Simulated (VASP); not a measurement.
Consider the following.

```
Li2Se
1.0
    0.00000     2.99760     2.99760
    2.99760     0.00000     2.99760
    2.99760     2.99760     0.00000
Li Se
2 1
Direct
  0.25000   0.25000   0.25000
  0.75000   0.75000   0.75000
  0.00000   0.00000   0.00000
```

The numbers are results of vdW-DF-cx, VASP's PBE PAW potentials (set 64) (plane waves; VASP 6.6.1), not measurements. Run with 520 eV cut-off, 7×7×7 Γ-centred mesh, Gaussian smearing of 0.050 eV, potentials Li_sv Se.

What does the run give for the energy per atom (σ→0)?

```yaml
energy per atom (σ→0): -2.609 eV/atom
```

The compound is Li2Se in the antifluorite structure. It was relaxed first.
